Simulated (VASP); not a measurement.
SnSe2:

```
Sn Se
1.0
     3.84190    0.00000    0.00000
    -1.92095    3.32718    0.00000
     0.00000    0.00000    6.48588
Sn Se
1 2
Direct
  0.00000 0.00000 0.00000
  0.66667 0.33333 0.75710
  0.33333 0.66667 0.24290
```

The cell is a database's computed one.

```yaml
Program: VASP 6.6.1
Task: relaxation of cell and atoms
Functional: PBE
Potentials_or_basis: VASP PAW PBE potentials, release 64 (Sn_d, Se)
Cutoff: 600 eV
k_mesh: 9 × 9 × 4
Occupations: gaussian, width 0.02 eV
Spin: no spin polarisation
```

At the start: pressure 1.9 GPa; volume 27.64 Å³/atom.

Problem. How do energy, volume and symmetry change on relaxing?

Solution. Over 15 steps the energy falls by 7.0 meV/atom and the volume is 30.28 Å³/atom (+9.6 %); space group P-3m1 (No. 164, to 0.05 Å).

Step by step:
| step | energy change (eV) | largest force (eV/Å) | pressure (GPa) | volume (Å³) |
| --- | --- | --- | --- | --- |
| 1 | 0.0000 | 0.2600 | 1.95 | 82.91 |
| 2 | -0.0073 | 0.2614 | -1.20 | 87.00 |
| 3 | -0.0156 | 0.0507 | 0.05 | 85.23 |
| 4 | -0.0158 | 0.0441 | 0.04 | 85.34 |
| 5 | -0.0164 | 0.0248 | 0.02 | 85.69 |
| 6 | -0.0168 | 0.0142 | -0.03 | 86.39 |
| 7 | -0.0170 | 0.0141 | -0.03 | 86.45 |
| 8 | -0.0174 | 0.0136 | -0.03 | 86.62 |
| 9 | -0.0181 | 0.0129 | -0.03 | 86.98 |
| 10 | -0.0193 | 0.0119 | -0.01 | 87.69 |
| 11 | -0.0207 | 0.0144 | 0.05 | 89.11 |
| 12 | -0.0203 | 0.0348 | 0.28 | 91.90 |
| 13 | -0.0209 | 0.0297 | 0.17 | 90.48 |
| 14 | -0.0201 | 0.0784 | -0.39 | 91.81 |
| 15 | -0.0210 | 0.0008 | 0.01 | 90.85 |

Final structure:
```
Sn Se
1.0
     3.87205    0.00000    0.00000
    -1.93603    3.35330    0.00000
     0.00000    0.00000    6.99711
Sn Se
1 2
Direct
  0.00000 0.00000 0.00000
  0.66667 0.33333 0.77191
  0.33333 0.66667 0.22809
```

Caveat: this functional lacks dispersion, which binds the layers, so the pressure and a relaxed spacing across them are unreliable.
